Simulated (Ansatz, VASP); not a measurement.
# SiH2C (H-SiC-H chair 3 layers, AA): VASP beside Ansatz

Aim: how closely do two programs agree when they are given the same cell, functional and k mesh? Of the first pair: The structure shown is the start of the Ansatz relaxation below; VASP solves that cell, so the two are compared at the walk's first step.

Method: plane waves, with VASP 6.6.1 beside it; single point at PBE with D3(BJ), in Ansatz 0.2.0.

## Step 1: The structure

The cell holds 12 atoms: 6 H, 3 C and 3 Si. Cell: a = 3.086 Å, b = 3.085 Å, c = 58.840 Å, α = 90.0°, β = 90.0°, γ = 120.0°. Vacuum lies along c.

## Step 2: Ansatz: relaxation, PBE with D3(BJ)

Ansatz runs on its default PAW (the set named soft_2) files.

The two programs are compared at the cell with which this relaxation starts, whose forces are those of its first step.

File input.yaml:

```yaml
crystal:
  lattice:
    - [3.0855, 0.0, 0.0]
    - [-1.54275, 2.6721213834, 0.0]
    - [0.0, 0.0, 58.8399999985]
  atoms:
    - { symbol: H, position: [0.6666666667, 0.3333333333, 0.3815431679] }
    - { symbol: C, position: [0.6666666667, 0.3333333333, 0.3997280762] }
    - { symbol: Si, position: [0.3333333333, 0.6666666667, 0.4103217766] }
    - { symbol: H, position: [0.3333333333, 0.6666666667, 0.4344550193] }
    - { symbol: H, position: [0.6666666667, 0.3333333333, 0.4735440743] }
    - { symbol: C, position: [0.6666666667, 0.3333333333, 0.4917289826] }
    - { symbol: Si, position: [0.3333333333, 0.6666666667, 0.502322683] }
    - { symbol: H, position: [0.3333333333, 0.6666666667, 0.5264559257] }
    - { symbol: H, position: [0.6666666667, 0.3333333333, 0.5655449807] }
    - { symbol: C, position: [0.6666666667, 0.3333333333, 0.583729889] }
    - { symbol: Si, position: [0.3333333333, 0.6666666667, 0.5943235894] }
    - { symbol: H, position: [0.3333333333, 0.6666666667, 0.6184568321] }
  periodic: [true, true, false]
kpoints:
  mp_grid: { grid: [12, 12, 1] }
hamiltonian:
  xc: pbe
  dispersion: d3bj
scf:
  occupations: { method: fermi_dirac, width: 0.05 }
  convergence: { dr2_threshold: 1.0e-09 }
relax:
  f_tol: 0.004
  max_steps: 90
  cell: {}
output:
  write_potential: true
  write_density: true
  volumetric_format: npy
```

Started as:

```
$ ansatz run input.yaml --threads 2 --pin off --max-ram 3072MiB --backend cpu --events-out ev --progress --plain --runs-dir out
```

Numbers of over 12 decimals in the logs are rounded to 6 here.

Output:

```text
Warning: relax.cell: scf.convergence.dr2_threshold = 1e-9 eV is looser than the 2.09378919291e-10 eV advised for a relaxation that steers and ends on the stress (1e-10 eV for each atom of the cell: 12, times the square of relax.cell.stress_2d_tol = 0.05 N/m over 23.9 Å (the atoms' height at the walk's start and 5 Å past either face), 2.089e-2 GPa, over a crystal's default 0.05). What an SCF threshold leaves in a stress goes as its square root, and in the free energy as the threshold itself, and one threshold admits the most on a small cell: [figures from the program's tests cut] Set scf.convergence.dr2_threshold to 2.09378919291e-10 eV or tighter. [rest of the remark cut]
Engine: ansatz 0.2.0, x86_64-unknown-linux-gnu
Pseudopotentials: kind: paw
Pseudopotential: H, paw, valence charge 1, recommended cutoff 420 eV (normal), H.paw.azcp
Pseudopotential: C, paw, valence charge 4, recommended cutoff 420 eV (normal), C.paw.azcp
Pseudopotential: Si, paw, valence charge 4, recommended cutoff 420 eV (normal), Si.paw.azcp
Functional definition: PBE
  parameter kappa = 0.804
  parameter beta = 0.066725
  exchange = pbe_x(kappa = kappa, mu = beta*pi^2/3)
  correlation = pbe_c(beta = beta)
Crystal: 12 atoms, lattice volume = 485.126 Å³
Basis set: ecut = 420 eV, 9449 PW (Γ), exchange–correlation on 48×48×800 points (8 copies of the dense FFT grid, shifted against one another)
Bands: 27, of which v1, the nominal top of the filled ones, is band 15 counted from 1 (14 counted from 0)
Symmetry: 6 space group operations
Space group: P3m1 (ITA 156), of the structure as read, at distance tolerance 7.9e-5 Å
k-points: 19 of 144 (time reversal used)
Non-local potential: H, projectors of the file, l = 0: 2, l = 1: 1
Non-local potential: C, projectors of the file, l = 0: 2, l = 1: 2, l = 2: 1
Non-local potential: Si, projectors of the file, l = 0: 2, l = 1: 2, l = 2: 2
PAW form: soft (Blöchl's): semilocal exchange-correlation on the pseudo side does not see the compensation charge
PAW one-centre angular grid: H, 110 points (default); XC on 64 Gauss nodes
PAW one-centre angular grid: C, 110 points (default); XC on 64 Gauss nodes
PAW one-centre angular grid: Si, 110 points (default); XC on 64 Gauss nodes
Initial density: superposition of atomic densities (neutral atoms: chi_scale 0, normalization atom), corrected by the library's trained network
Initial wavefunctions: pseudopotential atomic-orbital guess
Functional: x = pbe(κ = 0.804, μ = 0.219515), c = pbe(β = 0.066725)
SCF iter   1: F=—  HF=-2757.981180 eV  |F-HF|=—  |Δ(HF+E_count)|=         —  Δρ=1.81e-3  dr2=5.66e-2  ethr=1.77e-3  ⟨swp⟩=12.4  Hψ=4481  notcnv=0  defer=27
preconditioner: auto → Resta (q_TF=auto, 1.716 Å⁻¹)  ε∞=1.6  [insulator: Δε(μ)=2.915 eV  Ē_g=11.932 eV  σ=0.050 eV  W_gap=1.00  n_scr=32 (ndim 8)  ℏωp=9.2 eV  f_vac=0.715  D(μ)=0.00/eV (n_scr^D=0)  ε∞_Penn≈1.6  vacuum switching on, ρ_ref=1.0e-2 e/Å³]
SCF iter   2: F=—  HF=-2757.964055 eV  |F-HF|=—  |Δ(HF+E_count)|=   1.71e-2  Δρ=8.72e-4  dr2=1.26e-2  ethr=1.89e-4  ⟨swp⟩=4.5  Hψ=1108  notcnv=0  defer=119
SCF iter   3: F=—  HF=-2757.960696 eV  |F-HF|=—  |Δ(HF+E_count)|=   3.36e-3  Δρ=5.10e-4  dr2=4.46e-3  ethr=4.20e-5  ⟨swp⟩=5.3  Hψ=1268  notcnv=0  defer=107
SCF iter   4: F=—  HF=-2757.959770 eV  |F-HF|=—  |Δ(HF+E_count)|=   9.26e-4  Δρ=1.61e-4  dr2=1.90e-4  ethr=1.49e-5  ⟨swp⟩=2.2  Hψ=705  notcnv=0  defer=107
SCF iter   5: F=—  HF=-2757.959772 eV  |F-HF|=—  |Δ(HF+E_count)|=   1.43e-6  Δρ=5.03e-5  dr2=1.47e-5  ethr=6.33e-7  ⟨swp⟩=3.3  Hψ=812  notcnv=0  defer=107
SCF iter   6: F=—  HF=-2757.959841 eV  |F-HF|=—  |Δ(HF+E_count)|=   6.91e-5  Δρ=1.52e-5  dr2=1.37e-6  ethr=4.89e-8  ⟨swp⟩=2.9  Hψ=818  notcnv=0  defer=107
SCF iter   7: F=—  HF=-2757.959810 eV  |F-HF|=—  |Δ(HF+E_count)|=   3.05e-5  Δρ=4.83e-6  dr2=1.86e-7  ethr=4.55e-9  ⟨swp⟩=3.3  Hψ=884  notcnv=0  defer=107
SCF iter   8: F=—  HF=-2757.959810 eV  |F-HF|=—  |Δ(HF+E_count)|=   4.85e-8  Δρ=1.86e-6  dr2=1.38e-8  ethr=6.20e-10  ⟨swp⟩=3.2  Hψ=807  notcnv=0  defer=107
SCF iter   9: F=-2757.959810 eV  HF=-2757.959810 eV  |F-HF|=8.17e-10  |Δ(HF+E_count)|=   9.95e-9  Δρ=4.41e-7  dr2=6.12e-10  ethr=3.33e-12  ⟨swp⟩=9.5  Hψ=3653  notcnv=0
SCF 1 converged in 9 iterations: F = -2757.959810 eV  dr2 = 6.12e-10
  greatest PAW one-centre occupation: 0.649 electrons in one spin orbital (limit 2), on the C atom at site 5 (counted from 0), in its partial waves of l = 0
[...]
Initial wavefunctions: pseudopotential atomic-orbital guess (no wavefunctions were taken with the density)
iter 1 solved again at ethr=8.51e-7 eV; its pass at ethr=3.10e-3 eV (dr2=2.55e-4 eV) is discarded
SCF iter   1: F=—  HF=-2758.269811 eV  |F-HF|=—  |Δ(HF+E_count)|=         —  Δρ=6.89e-5  dr2=1.14e-6  ethr=8.51e-7  ⟨swp⟩=6.1  Hψ=7041  notcnv=0  defer=3
preconditioner: auto → Resta (q_TF=auto, 1.712 Å⁻¹)  ε∞=1.7  [insulator: Δε(μ)=0.395 eV  Ē_g=11.179 eV  σ=0.050 eV  W_gap=0.96  n_scr=32 (ndim 8)  ℏωp=9.2 eV  f_vac=0.738  D(μ)=0.02/eV (n_scr^D=0)  ε∞_Penn≈1.7  vacuum switching on, ρ_ref=9.1e-3 e/Å³]
SCF iter   2: F=—  HF=-2758.270918 eV  |F-HF|=—  |Δ(HF+E_count)|=   1.11e-3  Δρ=3.46e-5  dr2=5.43e-7  ethr=3.79e-9  ⟨swp⟩=3.9  Hψ=1276  notcnv=0
SCF iter   3: F=—  HF=-2758.271457 eV  |F-HF|=—  |Δ(HF+E_count)|=   5.38e-4  Δρ=1.21e-5  dr2=2.42e-7  ethr=1.81e-9  ⟨swp⟩=3.0  Hψ=915  notcnv=0
SCF iter   4: F=—  HF=-2758.271597 eV  |F-HF|=—  |Δ(HF+E_count)|=   1.41e-4  Δρ=1.79e-6  dr2=1.74e-7  ethr=8.08e-10  ⟨swp⟩=3.9  Hψ=1001  notcnv=0  defer=4
SCF iter   5: F=—  HF=-2758.271602 eV  |F-HF|=—  |Δ(HF+E_count)|=   4.93e-6  Δρ=9.29e-7  dr2=5.39e-8  ethr=5.81e-10  ⟨swp⟩=1.4  Hψ=532  notcnv=0  defer=4
SCF iter   6: F=—  HF=-2758.271605 eV  |F-HF|=—  |Δ(HF+E_count)|=   2.70e-6  Δρ=2.25e-7  dr2=2.26e-9  ethr=1.80e-10  ⟨swp⟩=2.7  Hψ=718  notcnv=0  defer=4
SCF iter   7: F=-2758.271605 eV  HF=-2758.271605 eV  |F-HF|=3.53e-9  |Δ(HF+E_count)|=   1.51e-8  Δρ=1.37e-7  dr2=4.76e-10  ethr=3.33e-12  ⟨swp⟩=25.0  Hψ=5342  notcnv=0
SCF 9 converged in 7 iterations: F = -2758.271605 eV  dr2 = 4.76e-10
relax step   9: F+E_penalty+E_count = -2758.27160502 eV  Δ(F+E_penalty+E_count) = -3.186e-3 eV  max|allowed force component| = 1.298e-3 eV/Å  Δτ_max = 0.0000 Å  P = +0.032 N/m  Ω = 492.242 Å³  fix = [c, alpha, beta]  reactions: c +0.000 N/m  stress off target by 3.17e-2 N/m on what of the cell is left free  SCF on the basis re-selected at this cell (its energy is not comparable with the rows above)  (7 SCF iters)
basis re-selected at this cell: Δ(F+E_penalty+E_count) = -3.186e-3 eV, ΔP = +0.043 N/m vs the last step (what re-selecting the basis moved, of the pressure what is left beyond the Pulay correction that the steps carried, after the strain that the cell walked since its last selection, with what the two solves' SCF thresholds leave and, on support functions, any second-order correction that the steps lacked; it is no m [...]
WARN: The output density's exchange-correlation potential varies sharply where the density is thin. Do not read a vacuum level from v_tot or v_xc, or from such a field of the output density. On a cell that repeats whose density bears no net charge and no dipole along the vacuum's axis use v_es (v_loc + v_h of the components); under efield.dipole_correction with no amplitude use v_es + v_field, which holds any externa [...]
SCF converged after 7 iterations
Free energy (F): -2758.271605 eV
Harris-Foulkes:  -2758.271605 eV  (|F-HF|=3.53e-9)
Internal energy: -2758.271334 eV  (E = F + TS)
E sigma→0 (E₀):  -2758.271470 eV
Entropy (-TS):   -0.000271 eV (-0.023 meV/atom)
Fermi energy:    -3.501672 eV
--- Per-component energies (eV) ---
  E_band       = -318.725209
  E_kinetic    = 484.278456
  E_local      = -98655.330706  (includes V_loc(G=0)·N_el)
  E_nonlocal   = 166.897513
  E_hartree    = 49055.584193
  E_xc         = -367.735881
  E_vxc        = -393.684597  (∫ρ·V_xc dr)
  E_paw        = -1839.897860  (= ΣΔE_a)
  E_vpaw       = -32.049706  (= ΣTr[D̂ρ^β])
  E_aug_tail   = -0.007751  (compensation charges beyond the density's cutoff)
  E_ewald      = 48399.252006
  E_disp       = -1.311303  (pairwise vdW)
  E_smearing   = -0.000271  (= −TS)
  E_closure    = 0.000000  (closes the sum)
  Σ components = -2758.271605   (vs F -2758.271605, Δ=0.00e0)
--- Forces (eV/Å), atoms counted from 1 ---
  atom   1  H      0.00000000    -0.00000000     0.00083875
  atom   2  C      0.00000000     0.00000000    -0.00098834
  atom   3  Si    -0.00000000    -0.00000000     0.00127738
  atom   4  H      0.00000000     0.00000000    -0.00052953
  atom   5  H      0.00000000    -0.00000000     0.00062104
  atom   6  C      0.00000000     0.00000000    -0.00121964
  atom   7  Si    -0.00000000    -0.00000000     0.00114854
  atom   8  H      0.00000000     0.00000000    -0.00054341
  atom   9  H      0.00000000     0.00000000     0.00048401
  atom  10  C      0.00000000     0.00000000    -0.00129622
  atom  11  Si     0.00000000    -0.00000000     0.00121149
  atom  12  H      0.00000000     0.00000000    -0.00097760
  max |Σ_I F_I| component: 2.65e-5 eV/Å
--- 2D stress c σ (N/m, compression-positive) ---
        0.031668       0.000000      -0.000000
        0.000000       0.031668      -0.000000
       -0.000000      -0.000000       0.000000
  P = ½ c Tr σ = 0.0317 N/m
--- Band table (eV; the first three rows and the last of 19) ---
  k-point 0: bands = [... 11 lower, -5.3891, -5.3891, -3.7112, -3.7112, -3.3144, -2.4713, -1.9789, -1.2372, ... 8 higher]
  k-point 1: bands = [... 11 lower, -5.8754, -5.5355, -4.2684, -3.8575, -3.1887, -2.3292, -1.8384, -1.0871, ... 8 higher]
  k-point 2: bands = [... 11 lower, -5.8990, -5.8953, -5.4617, -4.2172, -2.8305, -1.9063, -1.4275, -0.9247, ... 8 higher]
  k-point 18: bands = [... 11 lower, -8.2496, -7.6775, -7.5703, -5.8352, -1.8667, -0.1726, -0.0574, 0.0745, ... 8 higher]
  the weakly bound empty levels are not read free of the cell's end (no_gap_told)
--- Relaxed structure (8 steps of the walk, 7 accepted, 1 SCFs on fresh bases) ---
  F+E_penalty+E_count = -2758.27160502 eV   max|allowed force component| = 1.298e-3 eV/Å   (the final SCF, on the basis selected at the relaxed cell)
  cell:  # Å, volume = 492.2416 Å³
    - [3.108046, 0, 0]
    - [-1.554023, 2.691647, 0]
    - [0, 0, 58.8399999985]
  atoms:
    - { symbol: H, position: [0.666667, 0.333333, 0.391144] }
    - { symbol: C, position: [0.666667, 0.333333, 0.409945] }
    - { symbol: Si, position: [0.333333, 0.666667, 0.419756] }
    - { symbol: H, position: [0.333333, 0.666667, 0.445143] }
    - { symbol: H, position: [0.666667, 0.333333, 0.473192] }
    - { symbol: C, position: [0.666667, 0.333333, 0.491972] }
    - { symbol: Si, position: [0.333333, 0.666667, 0.501754] }
    - { symbol: H, position: [0.333333, 0.666667, 0.527140] }
    - { symbol: H, position: [0.666667, 0.333333, 0.555194] }
    - { symbol: C, position: [0.666667, 0.333333, 0.573972] }
    - { symbol: Si, position: [0.333333, 0.666667, 0.583761] }
    - { symbol: H, position: [0.333333, 0.666667, 0.609182] }
```

(Continued in part 2 of 2.)

[Lines on the potential files, build, host, timing and source positions are cut from VASP's logs without a mark.]

[Logs are printed without paths, hosts, clocks, repeated set-up lines and the standing remarks that a program may print on its own settings, such as how far it seeks lower states.]

[Hosts, paths, dates, database ids (printed as entryN), source tags and the programs' standing remarks are cut or masked in the printed files.]
